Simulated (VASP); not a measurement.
Input:

```
CELL_PARAMETERS angstrom
      3.85359    -2.15569    -0.03478
      3.85359     2.15569    -0.03478
      2.67970     0.00000     3.50964
ATOMIC_POSITIONS crystal
  Sb 0.23724 0.23724 0.23724
  Sb 0.76276 0.76276 0.76276
```

Level of theory: MS2 meta-GGA, VASP's PBE PAW potentials (set 64) (plane waves; VASP). Settings: 520 eV cut-off, 12×12×12 Γ-centred mesh, tetrahedra with Blöchl corrections, potentials Sb.

Unless said otherwise, spin-orbit coupling is left out, though it shifts the bands of the heavy elements here.

Question: Tabulate the total density of states (states/eV per cell) against energy (eV; zero at the valence-band maximum or, without a gap, the Fermi level).

Answer: 
```
E (eV) | DOS (states/eV)
    -9.99 | ########### 0.69
    -9.87 | ######## 0.52
    -9.63 | ## 0.11
    -9.51 | ##### 0.31
    -9.27 | ############ 0.71
    -9.15 | ############# 0.80
    -8.91 | #################### 1.23
    -8.79 | ################### 1.17
    -8.67 | ################ 0.96
    -8.43 | ############# 0.82
    -8.31 | ############# 0.78
    -8.07 | ########### 0.69
    -7.95 | ########### 0.68
    -7.83 | ########### 0.64
    -7.59 | ######## 0.46
    -7.47 | ####### 0.40
    -7.23 | ###### 0.34
    -7.11 | ##### 0.31
    -6.87 | #### 0.23
    -6.75 | #### 0.22
    -6.63 | ### 0.20
    -6.39 | ### 0.16
    -6.27 | ## 0.14
    -6.03 | ## 0.11
    -5.91 | ## 0.10
    -5.79 | ## 0.12
    -5.55 | ######### 0.56
    -5.43 | ######### 0.57
    -5.19 | ############## 0.84
    -5.08 | ############ 0.72
    -4.83 | ############ 0.73
    -4.71 | ############# 0.79
    -4.59 | ############## 0.87
    -4.36 | ############### 0.94
    -4.24 | ################# 1.02
    -4.00 | #################### 1.19
    -3.88 | ###################### 1.36
    -3.76 | ######################## 1.48
    -3.52 | ######################## 1.45
    -3.40 | ####################### 1.42
    -3.16 | ####################### 1.39
    -3.04 | ####################### 1.40
    -2.80 | ####################### 1.41
    -2.68 | ####################### 1.37
    -2.56 | ###################### 1.36
    -2.32 | ####################### 1.39
    -2.20 | ####################### 1.41
    -1.96 | ######################## 1.44
    -1.84 | ######################## 1.47
    -1.72 | ####################### 1.38
    -1.48 | ################### 1.15
    -1.36 | ################### 1.14
    -1.12 | #################### 1.22
    -1.00 | #################### 1.21
    -0.76 | ################### 1.16
    -0.64 | ############### 0.91
    -0.52 | ########## 0.63
    -0.28 | #### 0.22
    -0.16 | ## 0.09
     0.08 | # 0.09
     0.20 | ##### 0.31
     0.32 | ############ 0.72
     0.56 | ######################### 1.51
     0.68 | ########################## 1.60
     0.92 | ###################### 1.35
     1.03 | #################### 1.23
     1.27 | ################## 1.12
     1.40 | ################## 1.11
     1.51 | ################## 1.12
     1.75 | ###################### 1.31
     1.87 | ####################### 1.42
     2.11 | ############################## 1.82
     2.23 | ############################ 1.72
     2.35 | ######################## 1.43
     2.59 | ################## 1.07
     2.71 | ############### 0.92
     2.95 | #################### 1.20
     3.07 | ##################### 1.28
     3.31 | ########################### 1.67
     3.43 | ######################## 1.47
```
Within 2 eV below the Fermi level the largest weight inside VASP's projection spheres is Sb p, then Sb s.

The compound is Sb in the a7 structure. It was relaxed first.
